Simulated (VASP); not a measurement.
# CaMg2 (P-62m) in VASP: a series of runs, part 2 of 2

VASP 6.6.1. Earlier steps stand in the parts before.

### 3 Relaxation of cell and atoms, LDA

Contents of INCAR:

```
SYSTEM = CaMg2
PREC = Accurate ; ENCUT = 600
EDIFF = 1E-6 ; ISMEAR = 0
SIGMA = 0.1 ; LREAL = .False.
LASPH = .True. ; NELM = 100
ALGO = Fast ; ISIF = 3
LWAVE = .False. ; LCHARG = .False.
GGA = CA ; IBRION = 2
NSW = 70 ; EDIFFG = -0.005
```

Contents of KPOINTS:

```
Automatic mesh
0
Gamma
  9 9 6
  0 0 0
```

Contents of POSCAR:

```
CaMg2
1.0
    6.0897390538      0.0000000000      0.0000000000
   -3.0448695269      5.2738687230      0.0000000000
    0.0000000000      0.0000000000      5.3970095088
Ca Mg
2 4
Direct
    0.3333333333      0.6666666667      0.5000000000
    0.6666666667      0.3333333333      0.5000000000
    0.6940767298      0.0000000000      0.0000000000
    0.0000000000      0.6940767298      0.0000000000
    0.3059232702      0.3059232702      0.0000000000
    0.0000000000      0.0000000000      0.5000000000
```

Potentials or basis: VASP PAW LDA potentials, release 64 (Ca_sv, Mg).

Run with:

```sh
$ cat potpaw_LDA.64/Ca_sv/POTCAR potpaw_LDA.64/Mg/POTCAR > POTCAR
$ mpirun -np 1 vasp_std > vasp.out
```

OUTCAR:

```text
SYSTEM = CaMg2
   PREC = Accurate
   ENCUT = 600
   EDIFF = 1E-6
   ISMEAR = 0
   LREAL = .False.
   LASPH = .True.
   NELM = 100
   ISIF = 3
   GGA = CA
   IBRION = 2
   NSW = 70
   EDIFFG = -0.005

 ion  position               nearest neighbor table
   1  0.333  0.667  0.500-
   2  0.667  0.333  0.500-
   3  0.694  0.000  0.000-   5 3.23   4 3.23   6 3.28   6 3.28
   4  0.000  0.694  0.000-   5 3.23   3 3.23   6 3.28   6 3.28
   5  0.306  0.306  0.000-   4 3.23   3 3.23   6 3.28   6 3.28
   6  0.000  0.000  0.500-   4 3.28   5 3.28   4 3.28   5 3.28   3 3.28   3 3.28

  LATTYP: Found a hexagonal cell.
 ALAT       =     6.0897390538
 C/A-ratio  =     0.8862464321

  Lattice vectors:

 A1 = (   6.0897390538,   0.0000000000,   0.0000000000)
 A2 = (  -3.0448695269,   5.2738687230,   0.0000000000)
 A3 = (   0.0000000000,   0.0000000000,   5.3970095088)

Analysis of symmetry for initial positions (statically):
=====================================================================
 Subroutine PRICEL returns:
 Original cell was already a primitive cell.

 Routine SETGRP: Setting up the symmetry group for a
 hexagonal supercell.
[... 186 lines left out ...]
  -------------------------------------------------------------------------------------
  Total       -2.3757109     -2.3757109     -2.4842515      0.0000000      0.0000000      0.0000000
  in kB      -21.9595272    -21.9595272    -22.9628059      0.0000000      0.0000000      0.0000000
  external PRESSURE =     -22.2939534 kB  Pullay stress =       0.0000000 kB
[... 267 lines left out ...]
--------------------------------------- Ionic step        8  -------------------------------------------

 number of electron      28.0000003 magnetization

 Free energy of the ion-electron system (eV)
  ---------------------------------------------------
  ext. energy  EPLUGINS =         0.00000000
  ---------------------------------------------------
  free energy    TOTEN  =       -11.83082407 eV

  energy without entropy =      -11.80654983  energy(sigma->0) =      -11.81868695

 E-fermi :   2.4419     XC(G=0):  -8.7003

 val. band max:        2.4271785592   @ k =   0.0000   0.0000   0.0000
 cond. band min:       2.4492329892   @ k =   0.2222   0.1111   0.3333
 fundamental gap:      0.0220544300
 Fermi energy:         2.4418756482

 k-point     1 :       0.0000    0.0000    0.0000
  band No.  band energies     occupation
      1     -38.4367      2.00000
      2     -38.3933      2.00000
      3     -19.8670      2.00000
      4     -19.8670      2.00000
      5     -19.7633      2.00000
      6     -19.7098      2.00000
[... 481 lines left out ...]
      5     -19.7688      2.00000
      6     -19.7375      2.00000
[... 10 lines left out ...]
     17       3.3719      0.00000
     18       3.9419      0.00000

 [... further k-points ...]

------------------------ aborting loop because EDIFF is reached ----------------------------------------

  FORCE on cell =-STRESS in cart. coord.  units (eV):
  Direction    XX          YY          ZZ          XY          YZ          ZX
  --------------------------------------------------------------------------------------
  -------------------------------------------------------------------------------------
  Total       -0.0259504     -0.0259504     -0.0201087      0.0000000      0.0000000      0.0000000
  in kB       -0.2615052     -0.2615052     -0.2026375      0.0000000      0.0000000      0.0000000
  external PRESSURE =      -0.2418827 kB  Pullay stress =       0.0000000 kB
[... 21 lines left out ...]
  FREE ENERGIE OF THE ION-ELECTRON SYSTEM (eV)
  ---------------------------------------------------
  free  energy   TOTEN  =       -11.8308240726 eV

  energy  without entropy=      -11.8065498275  energy(sigma->0) =      -11.81868695

 reached required accuracy - stopping structural energy minimisation
```

OSZICAR:

```text
N       E                     dE             d eps       ncg     rms          rms(c)
DAV:   1     0.196444536231E+03    0.19644E+03   -0.13162E+04  1728   0.143E+03
DAV:   2     0.868097609811E+00   -0.19558E+03   -0.19378E+03  1882   0.340E+02
[... 93 lines left out ...]
DAV:   1    -0.118309029864E+02   -0.32709E-03   -0.13491E-02  1820   0.781E-01    0.511E-02
RMM:   2    -0.118308270631E+02    0.75923E-04   -0.44767E-04  1964   0.160E-01    0.241E-02
RMM:   3    -0.118308221081E+02    0.49550E-05   -0.23992E-04  2103   0.907E-02    0.615E-03
RMM:   4    -0.118308232557E+02   -0.11475E-05   -0.35487E-05  2091   0.349E-02    0.461E-03
RMM:   5    -0.118308239016E+02   -0.64598E-06   -0.12784E-05  1718   0.180E-02    0.127E-03
RMM:   6    -0.118308240726E+02   -0.17095E-06   -0.37003E-06  1348   0.108E-02
   8 F= -.11830824E+02 E0= -.11818687E+02  d E =-.455119E-03
```

It took 28 min on 1 thread of Intel Xeon Platinum 8259CL at 2.50GHz (Skylake/Cascade Lake), shared host; peak memory 0.41 GiB.

What came out:

| Quantity | Value |
| --- | --- |
| Free energy | -11.8308 eV |
| Relaxed volume | 26.50 Å³/atom |
| Relaxed cell | a = 5.903 Å, b = 5.903 Å, c = 5.269 Å, α = 90.00°, β = 90.00°, γ = 120.00° |
| Space group after relaxing (to 0.05 Å) | P-62m (No. 189) |
| Energy gained by relaxing | 17.9 meV/atom |
| Ionic steps | 8 |
| Pressure after relaxing | 0.0 GPa |
| Band gap on the k mesh | none (metal or under the smearing width) |

The path:
```csv
step,energy change (eV),largest force (eV/Å),pressure (GPa),volume (Å³)
1,0.0000,0.0040,-2.23,173.33
2,-0.0953,0.0164,-0.79,163.44
3,-0.1062,0.0233,-0.05,159.30
4,-0.1062,0.0239,0.01,159.03
5,-0.1067,0.0261,0.00,158.97
6,-0.1071,0.0307,0.01,158.87
7,-0.1073,0.0227,0.00,158.90
8,-0.1076,0.0003,-0.02,158.99
```

Final structure:
```
Ca Mg
1.0
     5.90268    0.00000    0.00000
    -2.95134    5.11187    0.00000
     0.00000    0.00000    5.26922
Ca Mg
2 4
Direct
  0.33333 0.66667 0.50000
  0.66667 0.33333 0.50000
  0.69166 0.00000 0.00000
  0.00000 0.69166 0.00000
  0.30834 0.30834 0.00000
  0.00000 0.00000 0.50000
```
